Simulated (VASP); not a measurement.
All values below come from PBEsol GGA, VASP's PBE PAW potentials (set 64) (plane waves; VASP).

Input for VASP

INCAR:
```
SYSTEM = ScIn3
PREC = Accurate
ENCUT = 300
EDIFF = 1E-6
NELM = 100
ALGO = Normal
LREAL = .FALSE.
LASPH = .TRUE.
ISMEAR = -1
SIGMA = 0.1
GGA = PS
LMAXMIX = 4
LWAVE = .FALSE.
LCHARG = .FALSE.
ISIF = 2
```

### KPOINTS
```
Automatic mesh
0
Gamma
6 6 6
0 0 0
```

POSCAR:
```
ScIn3
4.495690
  1.0000000000   0.0000000000   0.0000000000
  0.0000000000   1.0000000000   0.0000000000
  0.0000000000   0.0000000000   1.0000000000
Sc In
1 3
Cart
  0.0107250000   0.0175380000  -0.0097840000
 -0.0008810000   0.5037220000   0.5046430000
  0.4922860000  -0.0126160000   0.5027270000
  0.4978700000   0.4913560000   0.0024130000
```

POTCAR, in this order: Sc_sv In_d (PBE.64 set). Program: vasp_std.

Output of the run:

OUTCAR:
```
 ion  position               nearest neighbor table
   1  0.011  0.018  0.990-   4 3.06   3 3.08   2 3.09   4 3.14   3 3.16   2 3.18   2 3.18   3 3.20
                             4 3.22   2 3.27   3 3.28   4 3.30
   2  0.999  0.504  0.505-   1 3.09   3 3.11   3 3.15   4 3.17   4 3.18   1 3.18   4 3.18   1 3.18
                             4 3.19   3 3.21   3 3.25   1 3.27
   3  0.492  0.987  0.503-   1 3.08   2 3.11   2 3.15   1 3.16   4 3.17   4 3.17   4 3.19   4 3.19
                             1 3.20   2 3.21   2 3.25   1 3.28
   4  0.498  0.491  0.002-   1 3.06   1 3.14   3 3.17   3 3.17   2 3.17   2 3.18   2 3.18   2 3.19
                             3 3.19   3 3.19   1 3.22   1 3.30
  LATTYP: Found a simple cubic cell.
 ALAT       =     4.4956900000
 Subroutine PRICEL returns:
 Original cell was already a primitive cell.
 Subroutine GETGRP returns: Found  1 space group operations
The static configuration has the point symmetry C_1 .
The dynamic configuration has the point symmetry C_1 .
 Subroutine INISYM returns: Found  1 space group operations
 Subroutine IBZKPT returns following result:
 Found    112 irreducible k-points:

 Following reciprocal coordinates:
            Coordinates               Weight
  0.000000  0.000000  0.000000      1.000000
  0.166667  0.000000  0.000000      2.000000
  0.000000  0.166667  0.000000      2.000000
...
```

File OSZICAR:
```
       N       E                     dE             d eps       ncg     rms          rms(c)
DAV:   1     0.430927868728E+03    0.43093E+03   -0.17680E+04  6720   0.158E+03
DAV:   2     0.202577170692E+02   -0.41067E+03   -0.40644E+03  6720   0.489E+02
DAV:   3    -0.169359128246E+02   -0.37194E+02   -0.36540E+02  8248   0.179E+02
DAV:   4    -0.183624168381E+02   -0.14265E+01   -0.14157E+01  8962   0.392E+01
DAV:   5    -0.184256792206E+02   -0.63262E-01   -0.63226E-01 10708   0.770E+00    0.890E+00
DAV:   6    -0.171530305410E+02    0.12726E+01   -0.57035E+00  9192   0.170E+01    0.308E+00
DAV:   7    -0.170723587201E+02    0.80672E-01   -0.43079E-01  9378   0.611E+00    0.180E+00
DAV:   8    -0.170408659449E+02    0.31493E-01   -0.11536E-01  9092   0.304E+00    0.511E-01
DAV:   9    -0.170387217001E+02    0.21442E-02   -0.23257E-02  8598   0.169E+00    0.187E-01
DAV:  10    -0.170382942919E+02    0.42741E-03   -0.32863E-03 10070   0.519E-01    0.861E-02
DAV:  11    -0.170383044840E+02   -0.10192E-04   -0.19723E-04  9816   0.113E-01    0.242E-02
DAV:  12    -0.170383003352E+02    0.41487E-05   -0.71360E-05  9334   0.582E-02    0.128E-02
DAV:  13    -0.170382982454E+02    0.20898E-05   -0.14552E-05  8078   0.291E-02    0.158E-03
DAV:  14    -0.170382984304E+02   -0.18497E-06   -0.66754E-07  5098   0.729E-03
   1 F= -.17038298E+02 E0= -.17012127E+02  d E =-.523431E-01
```

### OUTCAR
```
------------------------ aborting loop because EDIFF is reached ----------------------------------------
  FORCE on cell =-STRESS in cart. coord.  units (eV):
  Direction    XX          YY          ZZ          XY          YZ          ZX
  --------------------------------------------------------------------------------------
  Total       -1.0825484     -1.0929048     -1.1725268      0.0823180     -0.0275403     -0.0406398
  in kB      -19.0883697    -19.2709827    -20.6749415      1.4514981     -0.4856133     -0.7165939
  external PRESSURE =     -19.6780980 kB  Pullay stress =       0.0000000 kB
  volume of cell :       90.86
      direct lattice vectors                 reciprocal lattice vectors
     4.495690000  0.000000000  0.000000000     0.222435266  0.000000000  0.000000000
     0.000000000  4.495690000  0.000000000     0.000000000  0.222435266  0.000000000
     0.000000000  0.000000000  4.495690000     0.000000000  0.000000000  0.222435266
 POSITION                                       TOTAL-FORCE (eV/Angst)
 -----------------------------------------------------------------------------------
      0.04822      0.07885      4.45170        -0.306166     -0.373439      0.258516
      4.49173      2.26458      2.26872        -0.089082      0.018885     -0.160596
      2.21317      4.43897      2.26010         0.233076      0.164163     -0.134351
      2.23827      2.20898      0.01085         0.162171      0.190391      0.036431
 -----------------------------------------------------------------------------------
    total drift:                                0.001135     -0.001382     -0.002224
  FREE ENERGIE OF THE ION-ELECTRON SYSTEM (eV)
  ---------------------------------------------------
  free  energy   TOTEN  =       -17.0382984304 eV

  energy  without entropy=      -16.9859553683  energy(sigma->0) =      -17.01212690
```
(Selected blocks of OUTCAR.)

At this cut-off the stress carries a Pulay error, which pulls relaxed volumes low.

The structure comes from a computed database's ScIn3 entry (Pm-3m); how it stands against other phases isn't given here. The cell was not relaxed at this level, atoms are displaced from their ideal sites.
